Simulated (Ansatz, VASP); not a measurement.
# Cross-check of SrTiO3 (Tausonite) between VASP and Ansatz

Aim: how closely do two programs agree when they are given the same cell, functional and k mesh? The cell is taken from a series of VASP runs on this material, whose earlier steps may have relaxed, scaled or displaced it; both programs get it as it stands.

Main program and level: Ansatz 0.2.0; plane waves, with VASP 6.6.1 beside it; relaxation of cell and atoms at PBE and band structure at HSE06.

### Step 1. The starting structure

It takes space group Pm-3m (No. 221, cubic). The conventional cell has a = 3.941 Å, b = 3.941 Å, c = 3.941 Å, α = 90.00°, β = 90.00°, γ = 90.00°. Sr has 12 O at 2.79 Å nearest. Nearest to Ti lie 6 O at 1.97 Å. O has 2 Ti at 1.97 Å and 4 Sr at 2.79 Å nearest. Farther neighbours and most contacts between anions are not listed.

Coordinates:

```xyz
5
Lattice="3.9411 0.0000 0.0000 0.0000 3.9411 0.0000 0.0000 0.0000 3.9411" Properties=species:S:1:pos:R:3 pbc="T T T"
Sr    1.9705    1.9705    1.9705
Ti    0.0000    0.0000    0.0000
O     1.9705    0.0000    0.0000
O     0.0000    1.9705    0.0000
O     0.0000    0.0000    1.9705
```

### Step 2. VASP: relaxation of cell and atoms, PBE

The relaxed volume is the usual yardstick between codes: its relative difference is about their pressure difference at one cell divided by the bulk modulus.

Lines of VASP's logs that name or quote its potential files are left out, and so is its time.

File INCAR:

```
SYSTEM = SrTiO3
PREC = Accurate
ENCUT = 520
EDIFF = 1E-06
NELM = 100
ISMEAR = 0
SIGMA = 0.05
LREAL = .FALSE.
ALGO = Normal
GGA = PE
NBANDS = 26
LORBIT = 11
LWAVE = .FALSE.
LCHARG = .FALSE.
KPAR = 4
IBRION = 2
NSW = 60
ISIF = 3
EDIFFG = -0.01
```

File POSCAR:

```
SrTiO3
1.0
    3.9410981966      0.0000000000      0.0000000000
    0.0000000000      3.9410981966      0.0000000000
    0.0000000000      0.0000000000      3.9410981966
Sr Ti O
1 1 3
Direct
    0.5000000000      0.5000000000      0.5000000000
    0.0000000000      0.0000000000      0.0000000000
    0.5000000000      0.0000000000      0.0000000000
    0.0000000000      0.5000000000      0.0000000000
    0.0000000000      0.0000000000      0.5000000000
```

File KPOINTS:

```
Automatic mesh
0
Gamma
7 7 7
0 0 0
```

The projector-augmented-wave data sets are Sr_sv, Ti_sv and O (PBE family, release 64).

Started as:

```
mpirun -np 4 vasp_std
```

Numbers of over 12 decimals in the logs are rounded to 6 here.

The log of the run:

```text
[banner, memory and clock lines left out]
running    4 mpi-ranks, on    1 nodes
 distrk:  each k-point on    1 cores,    4 groups
 distr:  one band on    1 cores,    1 groups

 POSCAR found type information on POSCAR SrTiO
 POSCAR found :  3 types and       5 ions
 LDA part: xc-table for (Slater+PW92), standard interpolation
 POSCAR, INCAR and KPOINTS ok, starting setup
 FFT: planning ... GRIDC
 FFT: planning ... GRID_SOFT
 FFT: planning ... GRID
 WAVECAR not read
 entering main loop
       N       E                     dE             d eps       ncg     rms          rms(c)
DAV:   1     0.435009073237E+03    0.43501E+03   -0.21008E+04  1040   0.166E+03
DAV:   2    -0.768472573916E+01   -0.44269E+03   -0.42877E+03  1240   0.455E+02
DAV:   3    -0.479565963519E+02   -0.40272E+02   -0.40075E+02  1198   0.141E+02
DAV:   4    -0.504658258229E+02   -0.25092E+01   -0.25057E+01  1736   0.296E+01
DAV:   5    -0.505156998685E+02   -0.49874E-01   -0.49848E-01  1382   0.343E+00    0.257E+01
DAV:   6    -0.401280924477E+02    0.10388E+02   -0.61263E+01  1534   0.685E+01    0.145E+01
DAV:   7    -0.401896342017E+02   -0.61542E-01   -0.92537E+00  1352   0.226E+01    0.104E+01
DAV:   8    -0.401441144891E+02    0.45520E-01   -0.16463E+00  1282   0.127E+01    0.292E+00
DAV:   9    -0.401135107694E+02    0.30604E-01   -0.35671E-01  1396   0.506E+00    0.107E+00
DAV:  10    -0.401135944657E+02   -0.83696E-04   -0.13968E-01  1224   0.250E+00    0.883E-01
DAV:  11    -0.401032695844E+02    0.10325E-01   -0.42016E-02  1586   0.183E+00    0.146E-01
DAV:  12    -0.401033088549E+02   -0.39270E-04   -0.17493E-03  1296   0.380E-01    0.124E-01
DAV:  13    -0.401033995344E+02   -0.90680E-04   -0.34686E-04  1650   0.244E-01    0.112E-01
DAV:  14    -0.401032256494E+02    0.17388E-03   -0.12054E-03  1464   0.225E-01    0.375E-02
DAV:  15    -0.401032306793E+02   -0.50299E-05   -0.59570E-05  1338   0.539E-02    0.286E-02
DAV:  16    -0.401032227391E+02    0.79402E-05   -0.42479E-05  1454   0.558E-02    0.155E-02
DAV:  17    -0.401032229741E+02   -0.23502E-06   -0.72239E-06  1212   0.272E-02
   1 F= -.40103223E+02 E0= -.40103223E+02  d E =-.401032E+02
 curvature:   0.00 expect dE= 0.000E+00 dE for cont linesearch  0.000E+00
 trial: gam= 0.00000 g(F)=  0.000E+00 g(S)=  0.843E-05 ort = 0.000E+00 (trialstep = 0.100E+01)
 search vector abs. value=  0.843E-05
 reached required accuracy - stopping structural energy minimisation
```

OUTCAR, selected parts (step 2):

```text
ion  position               nearest neighbor table
   1  0.500  0.500  0.500-   3 2.79   4 2.79   5 2.79   3 2.79   4 2.79   3 2.79   5 2.79   3 2.79
                             4 2.79   5 2.79   4 2.79   5 2.79   2 3.41   2 3.41   2 3.41   2 3.41
   2  0.000  0.000  0.000-   3 1.97   4 1.97   5 1.97   5 1.97   4 1.97   3 1.97   1 3.41   1 3.41
                             1 3.41   1 3.41   1 3.41   1 3.41   1 3.41   1 3.41
   3  0.500  0.000  0.000-   2 1.97   2 1.97   1 2.79   1 2.79   1 2.79   1 2.79
   4  0.000  0.500  0.000-   2 1.97   2 1.97   1 2.79   1 2.79   1 2.79   1 2.79
   5  0.000  0.000  0.500-   2 1.97   2 1.97   1 2.79   1 2.79   1 2.79   1 2.79

  LATTYP: Found a simple cubic cell.
 ALAT       =     3.9410981966

 Subroutine GETGRP returns: Found 48 space group operations
 (whereof 48 operations were pure point group operations)

The static configuration has the point symmetry O_h .

 Found     20 irreducible k-points:

   k-points           NKPTS =     20   k-points in BZ     NKDIM =     20   number of bands    NBANDS=     26

   dimension x,y,z NGX =    30 NGY =   30 NGZ =   30
   dimension x,y,z NGXF=    60 NGYF=   60 NGZF=   60

   ENCUT  =  520.0 eV  38.22 Ry    6.18 a.u.   7.33  7.33  7.33*2*pi/ulx,y,z

   NELECT =      40.0000    total number of electrons

 k-points in reciprocal lattice and weights: Automatic mesh
   0.00000000  0.00000000  0.00000000       0.003
   0.14285714  0.00000000  0.00000000       0.017
   0.28571429  0.00000000  0.00000000       0.017
   0.42857143  0.00000000  0.00000000       0.017
   0.14285714  0.14285714  0.00000000       0.035
   0.28571429  0.14285714  0.00000000       0.070
   0.42857143  0.14285714  0.00000000       0.070
   0.28571429  0.28571429  0.00000000       0.035
   0.42857143  0.28571429  0.00000000       0.070
[...]
0.42857143  0.42857143  0.28571429       0.070
   0.42857143  0.42857143  0.42857143       0.023

 average (electrostatic) potential at core
       1 -34.8843       2 -76.7959       3 -69.6946       4 -69.6946       5 -69.6946

 E-fermi :   4.1524

 k-point     1 :       0.0000    0.0000    0.0000
  band No.  band energies     occupation
    ...
     16       2.8185      2.00000
     17       2.8185      2.00000
     18       3.5719      2.00000
     19       3.5719      2.00000
     20       3.5719      2.00000
     21       5.7446      0.00000
     22       5.7446      0.00000
     23       5.7446      0.00000
     24       8.0581      0.00000
     25       8.0581      0.00000
    ...

 k-point     2 :       0.1429    0.0000    0.0000
  band No.  band energies     occupation
    ...
     16       2.5670      2.00000
     17       2.6505      2.00000
     18       2.9983      2.00000
     19       3.4560      2.00000
     20       3.4560      2.00000
     21       5.7731      0.00000
     22       6.1680      0.00000
     23       6.1680      0.00000
     24       8.0608      0.00000
     25       8.6223      0.00000
    ...

 k-point     3 :       0.2857    0.0000    0.0000
  band No.  band energies     occupation
    ...
     16       2.0728      2.00000
     17       2.0951      2.00000
     18       2.3133      2.00000
     19       3.3062      2.00000
     20       3.3062      2.00000
     21       5.8389      0.00000
     22       6.9485      0.00000
     23       6.9485      0.00000
     24       8.0652      0.00000
     25       9.5322      0.00000
    ...

  Total       -0.0170647     -0.0170647     -0.0170647      0.0000000     -0.0000000     -0.0000000
  in kB       -0.4466394     -0.4466394     -0.4466394      0.0000000     -0.0000000     -0.0000000
  external PRESSURE =      -0.4466394 kB  Pullay stress =       0.0000000 kB

  energy-cutoff  :      520.00
  volume of cell :       61.21
      direct lattice vectors                 reciprocal lattice vectors
     3.941098197  0.000000000  0.000000000     0.253736383  0.000000000  0.000000000
     0.000000000  3.941098197  0.000000000     0.000000000  0.253736383  0.000000000
     0.000000000  0.000000000  3.941098197     0.000000000  0.000000000  0.253736383

 POSITION                                       TOTAL-FORCE (eV/Angst)
 -----------------------------------------------------------------------------------
      1.97055      1.97055      1.97055         0.000000      0.000000      0.000000
      0.00000      0.00000      0.00000         0.000000      0.000000      0.000000
      1.97055      0.00000      0.00000         0.000000      0.000000      0.000000
      0.00000      1.97055      0.00000         0.000000      0.000000      0.000000
      0.00000      0.00000      1.97055         0.000000      0.000000      0.000000
 -----------------------------------------------------------------------------------
    total drift:                                0.000000     -0.000000      0.000000

  FREE ENERGIE OF THE ION-ELECTRON SYSTEM (eV)
  ---------------------------------------------------
  free  energy   TOTEN  =       -40.1032229741 eV

  energy  without entropy=      -40.1032229741  energy(sigma->0) =      -40.10322297

 reached required accuracy - stopping structural energy minimisation

 total charge
# of ion       s       p       d       tot
------------------------------------------
    1        1.997   5.791   0.191   7.979
    2        2.223   6.300   1.729  10.252
    3        1.563   3.479   0.000   5.042
    4        1.563   3.479   0.000   5.042
    5        1.563   3.479   0.000   5.042
--------------------------------------------------
tot          8.910  22.529   1.920  33.359

[... 3 further parts left out ...]
```

This run has no spin polarisation, so a moment on Ti, if there is one, isn't seen.

### Step 3. Ansatz: relaxation of cell and atoms, PBE

Ansatz runs on its default PAW (the set named soft_2) files.

The same cell, functional, mesh and smearing now go to Ansatz, which takes its cutoff from its data sets.

File input.yaml:

```yaml
crystal:
  lattice:
    - [3.9410981966, 0.0, 0.0]
    - [0.0, 3.9410981966, 0.0]
    - [0.0, 0.0, 3.9410981966]
  atoms:
    - { symbol: Sr, position: [0.5, 0.5, 0.5] }
    - { symbol: Ti, position: [0.0, 0.0, 0.0] }
    - { symbol: O, position: [0.5, 0.0, 0.0] }
    - { symbol: O, position: [0.0, 0.5, 0.0] }
    - { symbol: O, position: [0.0, 0.0, 0.5] }
hamiltonian:
  xc: pbe
  pseudopotentials: { kind: paw }
kpoints:
  mp_grid: { grid: [7, 7, 7] }
scf:
  occupations: { method: gaussian, width: 0.05 }
relax:
  f_tol: 0.01
  max_steps: 60
  cell: { stress_tol: 0.05 }
output:
  forces: true
  stress: true
  write_density: true
  write_potential: true
  elf: true
  volumetric_format: npy
```

Started as:

```
ansatz run input.yaml --threads 4 --pin off --max-ram 9216MiB --backend cpu --events-out ev --progress --plain --runs-dir out
```

The log of the run:

```text
Engine: ansatz 0.2.0, aarch64-unknown-linux-gnu
Pseudopotentials: kind: paw
Pseudopotential: Sr, paw, valence charge 10, recommended cutoff 420 eV (normal), Sr.paw.azcp
Pseudopotential: Ti, paw, valence charge 12, recommended cutoff 420 eV (normal), Ti.paw.azcp
Pseudopotential: O, paw, valence charge 6, recommended cutoff 420 eV (normal), O.paw.azcp
Functional definition: PBE
  parameter kappa = 0.804
  parameter beta = 0.066725
  exchange = pbe_x(kappa = kappa, mu = beta*pi^2/3)
  correlation = pbe_c(beta = beta)
Crystal: 5 atoms, lattice volume = 61.214 Å³
Basis set: ecut = 420 eV, 1213 PW (Γ), exchange–correlation on 54×54×54 points (8 copies of the dense FFT grid, shifted against one another)
Bands: 25, of which v1, the nominal top of the filled ones, is band 20 counted from 1 (19 counted from 0)
Symmetry: 48 space group operations
Space group: Pm-3m (ITA 221), of the structure as read, at distance tolerance 3.9e-5 Å
k-points: 20 of 343
Non-local potential: Sr, projectors of the file, l = 0: 3, l = 1: 2, l = 2: 2
Non-local potential: Ti, projectors of the file, l = 0: 3, l = 1: 2, l = 2: 3, l = 3: 1
Non-local potential: O, projectors of the file, l = 0: 2, l = 1: 2, l = 2: 1
PAW form: soft (Blöchl's): semilocal exchange-correlation on the pseudo side does not see the compensation charge
PAW one-centre angular grid: Sr, 110 points (default); XC on 64 Gauss nodes
PAW one-centre angular grid: Ti, 590 points (default); XC on 64 Gauss nodes
PAW one-centre angular grid: O, 110 points (default); XC on 64 Gauss nodes
Initial density: superposition of atomic densities (neutral atoms: chi_scale 0, normalization atom), corrected by the library's trained network
Initial wavefunctions: pseudopotential atomic-orbital guess
Functional: x = pbe(κ = 0.804, μ = 0.219515), c = pbe(β = 0.066725)
SCF iter   1: F=—  HF=-7754.483586 eV  |F-HF|=—  |Δ(HF+E_count)|=         —  Δρ=1.99e-3  dr2=1.52e-3  ethr=1.77e-3  ⟨swp⟩=7.1  Hψ=2574  notcnv=0
preconditioner: auto → Resta (q_TF=auto, 2.542 Å⁻¹)  ε∞=5.7  [insulator: Δε(μ)=1.877 eV  Ē_g=12.054 eV  σ=0.050 eV  W_gap=1.00  n_scr=18 (ndim 8)  ℏωp=26.0 eV  f_vac=0.001  D(μ)=0.00/eV (n_scr^D=0)  ε∞_Penn≈5.7]
SCF iter   2: F=—  HF=-7754.486013 eV  |F-HF|=—  |Δ(HF+E_count)|=   2.43e-3  Δρ=9.26e-4  dr2=2.44e-4  ethr=3.79e-6  ⟨swp⟩=3.1  Hψ=1034  notcnv=0
SCF iter   3: F=—  HF=-7754.486141 eV  |F-HF|=—  |Δ(HF+E_count)|=   1.28e-4  Δρ=1.86e-4  dr2=1.82e-5  ethr=6.11e-7  ⟨swp⟩=2.5  Hψ=695  notcnv=0  defer=1
SCF iter   4: F=—  HF=-7754.486825 eV  |F-HF|=—  |Δ(HF+E_count)|=   6.84e-4  Δρ=4.19e-5  dr2=1.17e-6  ethr=4.56e-8  ⟨swp⟩=2.0  Hψ=854  notcnv=0  defer=2
SCF iter   5: F=—  HF=-7754.486825 eV  |F-HF|=—  |Δ(HF+E_count)|=   9.12e-8  Δρ=1.43e-5  dr2=2.77e-7  ethr=2.93e-9  ⟨swp⟩=2.1  Hψ=768  notcnv=0  defer=2
SCF iter   6: F=-7754.486825 eV  HF=-7754.486825 eV  |F-HF|=2.24e-8  |Δ(HF+E_count)|=   5.00e-8  Δρ=5.42e-6  dr2=3.20e-8  ethr=2.50e-10  ⟨swp⟩=9.3  Hψ=3379  notcnv=0
SCF 1 converged in 6 iterations: F = -7754.486825 eV  dr2 = 3.20e-8
  greatest PAW one-centre occupation: 0.999 electrons in one spin orbital (limit 2), on the Ti atom at site 1 (counted from 0), in its partial waves of l = 0
relax step   1: F+E_penalty+E_count = -7754.48682469 eV  Δ(F+E_penalty+E_count) = +0.000e0 eV  max|allowed force component| = 4.265e-29 eV/Å  Δτ_max = 0.0000 Å  P = -0.598 GPa  Ω = 61.214 Å³  (6 SCF iters, dr2 threshold 1.00e-7 eV, accepted)
[...]
relax step   2: F+E_penalty+E_count = -7754.48790631 eV  Δ(F+E_penalty+E_count) = -1.082e-3 eV  max|allowed force component| = 2.582e-29 eV/Å  Δτ_max = 0.0000 Å  P = -0.035 GPa  Ω = 61.018 Å³  energy of the carried Pulay correction = +6.935e-4 eV  (6 SCF iters, dr2 threshold 5.00e-7 eV, accepted)
[...]
relax step   3: F+E_penalty+E_count = -7754.48713333 eV  Δ(F+E_penalty+E_count) = +7.730e-4 eV  max|allowed force component| = 1.946e-29 eV/Å  Δτ_max = 0.0000 Å  P = -0.054 GPa  Ω = 61.018 Å³  stress off target by 5.42e-2 GPa  SCF on the basis re-selected at this cell (its energy is not comparable with the rows above)  (9 SCF iters)
[...]
relax step   4: F+E_penalty+E_count = -7754.48720361 eV  Δ(F+E_penalty+E_count) = -7.028e-5 eV  max|allowed force component| = 4.865e-30 eV/Å  Δτ_max = 0.0000 Å  P = -0.001 GPa  Ω = 60.999 Å³  energy of the carried Pulay correction = +6.706e-5 eV  (6 SCF iters, accepted)
[...]
relax step   5: F+E_penalty+E_count = -7754.48720361 eV  Δ(F+E_penalty+E_count) = -8.185e-12 eV  max|allowed force component| = 6.955e-30 eV/Å  Δτ_max = 0.0000 Å  P = -0.001 GPa  Ω = 60.999 Å³  stress off target by 1.46e-3 GPa  SCF on the basis re-selected at this cell (its energy is not comparable with the rows above)  (10 SCF iters)
basis re-selected at this cell: Δ(F+E_penalty+E_count) = -8.185e-12 eV, ΔP = -0.001 GPa vs the last step (what re-selecting the basis moved, of the pressure what is left beyond the Pulay correction that the steps carried, after the strain that the cell walked since its last selection, with what the two solves' SCF thresholds leave and, on support functions, any second-order correction that the steps lacked; it is no  [...]
SCF converged after 10 iterations
Free energy (F): -7754.487204 eV
Harris-Foulkes:  -7754.487204 eV  (|F-HF|=9.09e-13)
Internal energy: -7754.487204 eV  (E = F + TS)
E sigma→0 (E₀):  -7754.487204 eV
Fermi energy:    10.548932 eV
--- Per-component energies (eV) ---
  E_band       = -218.286355
  E_kinetic    = 1045.752669
  E_local      = -2414.658577  (includes V_loc(G=0)·N_el)
  E_nonlocal   = 347.831191
  E_hartree    = 844.093304
  E_xc         = -495.951153
  E_vxc        = -571.537847  (∫ρ·V_xc dr)
  E_paw        = -4213.380286  (= ΣΔE_a)
  E_vpaw       = -313.867878  (= ΣTr[D̂ρ^β])
  E_aug_tail   = 0.007474  (compensation charges beyond the density's cutoff)
  E_ewald      = -2868.181826
  E_smearing   = -0.000000  (= −TS)
  E_closure    = -0.000000  (closes the sum)
  Σ components = -7754.487204   (vs F -7754.487204, Δ=0.00e0)
--- Forces (eV/Å), atoms counted from 1 ---
  atom   1  Sr    -0.00000000    -0.00000000    -0.00000000
  atom   2  Ti    -0.00000000     0.00000000     0.00000000
  atom   3  O      0.00000000    -0.00000000    -0.00000000
  atom   4  O     -0.00000000     0.00000000     0.00000000
  atom   5  O      0.00000000     0.00000000    -0.00000000
  max |Σ_I F_I| component: 9.93e-30 eV/Å
--- Stress (GPa, compression-positive) ---
       -0.001462       0.000000       0.000000
        0.000000      -0.001462      -0.000000
        0.000000      -0.000000      -0.001462
  P = ⅓ Tr σ = -0.0015 GPa (-0.015 kbar)
--- Band table (eV; the first three rows and the last of 20) ---
  k-point 0: bands = [... 16 lower, 8.5268, 9.3000, 9.3000, 9.3000, 11.5001, 11.5001, 11.5001, 13.8360, ... 1 higher]
  k-point 1: bands = [... 16 lower, 8.3617, 8.7244, 9.1841, 9.1841, 11.5282, 11.9236, 11.9236, 13.8387, ... 1 higher]
  k-point 2: bands = [... 16 lower, 7.8169, 8.0291, 9.0332, 9.0332, 11.5930, 12.7072, 12.7072, 13.8432, ... 1 higher]
  k-point 19: bands = [... 16 lower, 6.0568, 9.5126, 9.5126, 9.5964, 13.8839, 13.8990, 13.8990, 16.7465, ... 1 higher]
--- Relaxed structure (3 steps of the walk, 3 accepted, 2 SCFs on fresh bases) ---
  F+E_penalty+E_count = -7754.48720361 eV   max|allowed force component| = 6.955e-30 eV/Å   (the final SCF, on the basis selected at the relaxed cell)
  cell:  # Å, volume = 60.9991 Å³
    - [3.936478, 0.0, 0.0]
    - [0, 3.936478, 0]
    - [0, 0, 3.936478]
  atoms:
    - { symbol: Sr, position: [0.5, 0.5, 0.5] }
    - { symbol: Ti, position: [0, 0, 0] }
    - { symbol: O, position: [0.5, 0, 0] }
    - { symbol: O, position: [0, 0.5, 0] }
    - { symbol: O, position: [0, 0, 0.5] }
```

Wall time 3.5 s (4 threads of Arm Neoverse V1, shared host); peak memory 0.37 GiB; 12 s of CPU time.

### Step 4. Differences

Known differences besides the potentials themselves: both relaxations stop at a tolerance, which leaves soft axes loose, and VASP keeps its plane-wave basis; the cutoff is 420 eV in Ansatz and 520 eV in VASP; VASP leaves aspherical gradient terms in its spheres out (LASPH is not set), Ansatz keeps them; Ansatz adds a Pulay correction to the stress that steers its cell, VASP none. Total energies have different zeros and are not compared.

Compared:

| quantity | Ansatz | VASP | difference |
| --- | --- | --- | --- |
| volume (Å³) | 61.00 | 61.21 | -0.35 % |
| edge a after relaxation, in the typed setting (Å) | 3.937 | 3.941 | -0.12 % |

The walks stopped with 0.00 GPa left in Ansatz and -0.04 GPa in VASP; each walk ends within a tolerance, so the volume difference is uncertain by about these residues over the bulk modulus, most in soft cells.

[end of part 1 of 2]

[Lines on the potential files, build, host, timing and source positions are cut from VASP's logs without a mark.]

[Logs are printed without paths, hosts, clocks, repeated set-up lines and the standing remarks that a program may print on its own settings, such as how far it seeks lower states.]

[Hosts, paths, dates, database ids (printed as entryN), source tags and the programs' standing remarks are cut or masked in the printed files.]
